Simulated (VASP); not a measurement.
Computed with PBE GGA with D3 dispersion (Becke-Johnson damping), VASP's PBE PAW potentials (set 64) (plane waves; VASP).

Input for VASP

POSCAR:
```
TiO2
1
    4.6086985845     0.0000000000     0.0000000000
    0.0000000000     4.6086985845     0.0000000000
    0.0000000000     0.0000000000     2.9605875229
Ti O
2 4
Direct
  0.0000000000   0.0000000000   0.0000000000
  0.5000000000   0.5000000000   0.5000000000
  0.3043164273   0.3043164273   0.0000000000
  0.8043164273   0.1956835727   0.5000000000
  0.1956835727   0.8043164273   0.5000000000
  0.6956835727   0.6956835727   0.0000000000
```

INCAR:
```
ALGO=Normal
EDIFF=1E-7
ENCUT=520
GGA=PE
ISIF=2
ISMEAR=-5
IVDW=12
LASPH=.True.
LCHARG=.True.
LEFG=.True.
LMAXMIX=4
LORBIT=11
LREAL=.False.
LWAVE=.False.
NEDOS=601
NELM=100
PREC=Accurate
SYSTEM=TiO2
```

File KPOINTS:
```
kpoints
0
gamma
  6 6 8
```

POTCAR, in this order: Ti_sv O (PBE.64 set). Program: vasp_std.

What VASP printed:

OSZICAR:
```
       N       E                     dE             d eps       ncg     rms          rms(c)
DAV:   1     0.679790325865E+03    0.67979E+03   -0.25097E+04  2800   0.203E+03
DAV:   2     0.471615832428E+02   -0.63263E+03   -0.61202E+03  3048   0.582E+02
DAV:   3    -0.659315690771E+02   -0.11309E+03   -0.11106E+03  4380   0.215E+02
DAV:   4    -0.709958737513E+02   -0.50643E+01   -0.50595E+01  3748   0.484E+01
DAV:   5    -0.712012031474E+02   -0.20533E+00   -0.20529E+00  3980   0.813E+00    0.322E+01
DAV:   6    -0.541601526143E+02    0.17041E+02   -0.11876E+02  3384   0.104E+02    0.120E+01
DAV:   7    -0.537938226029E+02    0.36633E+00   -0.17513E+01  3548   0.334E+01    0.783E+00
DAV:   8    -0.538933941595E+02   -0.99572E-01   -0.50122E+00  3544   0.204E+01    0.468E+00
DAV:   9    -0.536512562229E+02    0.24214E+00   -0.21883E+00  3632   0.129E+01    0.116E+00
DAV:  10    -0.536609436981E+02   -0.96875E-02   -0.13327E-01  3472   0.278E+00    0.278E-01
DAV:  11    -0.536603642352E+02    0.57946E-03   -0.90470E-03  3584   0.704E-01    0.749E-02
DAV:  12    -0.536604505633E+02   -0.86328E-04   -0.64458E-04  3884   0.229E-01    0.841E-02
DAV:  13    -0.536603753788E+02    0.75184E-04   -0.42375E-04  3844   0.169E-01    0.863E-03
DAV:  14    -0.536603777500E+02   -0.23712E-05   -0.15905E-05  3844   0.319E-02    0.685E-03
DAV:  15    -0.536603778113E+02   -0.61264E-07   -0.21897E-06  3588   0.142E-02    0.154E-03
DAV:  16    -0.536603777934E+02    0.17872E-07   -0.13647E-07  2064   0.312E-03
   1 F= -.55141149E+02 E0= -.55141149E+02  d E =0.000000E+00
```

File OUTCAR:
```
------------------------ aborting loop because EDIFF is reached ----------------------------------------
 Edisp (eV)   -1.48077
  FORCE on cell =-STRESS in cart. coord.  units (eV):
  Direction    XX          YY          ZZ          XY          YZ          ZX
  --------------------------------------------------------------------------------------
  Total       0.06733     0.06733    -0.08481     0.00000     0.00000     0.00000
  in kB       1.71539     1.71539    -2.16082     0.00000     0.00000     0.00000
  external pressure =        0.42 kB  Pullay stress =        0.00 kB
  volume of cell :       62.88
      direct lattice vectors                 reciprocal lattice vectors
     4.608698584  0.000000000  0.000000000     0.216980994  0.000000000  0.000000000
     0.000000000  4.608698584  0.000000000     0.000000000  0.216980994  0.000000000
     0.000000000  0.000000000  2.960587523     0.000000000  0.000000000  0.337770795
 POSITION                                       TOTAL-FORCE (eV/Angst)
 -----------------------------------------------------------------------------------
      0.00000      0.00000      0.00000         0.000000     -0.000000      0.000000
      2.30435      2.30435      1.48029         0.000000     -0.000000      0.000000
      1.40250      1.40250      0.00000        -0.003336     -0.003336     -0.000000
      3.70685      0.90185      1.48029        -0.003336      0.003336      0.000000
      0.90185      3.70685      1.48029         0.003336     -0.003336      0.000000
      3.20620      3.20620      0.00000         0.003336      0.003336      0.000000
 -----------------------------------------------------------------------------------
    total drift:                                0.000000      0.000000      0.000000
  FREE ENERGIE OF THE ION-ELECTRON SYSTEM (eV)
  ---------------------------------------------------
  free  energy   TOTEN  =       -55.1411489206 eV

  energy  without entropy=      -55.1411489206  energy(sigma->0) =      -55.14114892

 total charge

# of ion       s       p       d       tot
------------------------------------------
    1        2.220   6.296   1.709  10.225
    2        2.220   6.296   1.709  10.225
    3        1.572   3.498   0.000   5.071
    4        1.572   3.498   0.000   5.071
    5        1.572   3.498   0.000   5.071
    6        1.572   3.498   0.000   5.071
--------------------------------------------------
tot         10.730  26.586   3.418  40.733

 Electric field gradients after diagonalization (V/A^2)
 (convention: |V_zz| > |V_xx| > |V_yy|)
----------------------------------------------------------------------
 ion       V_xx      V_yy      V_zz     asymmetry (V_yy - V_xx)/ V_zz
----------------------------------------------------------------------
   1      12.876     7.047   -19.923       0.293
   2      12.876     7.047   -19.923       0.293
   3     -22.412    -0.913    23.326       0.922
   4     -22.412    -0.913    23.326       0.922
   5     -22.412    -0.913    23.326       0.922
   6     -22.412    -0.913    23.326       0.922
```
(Selected blocks of OUTCAR.)

The compound is TiO2 in the rutile structure. It was relaxed first.
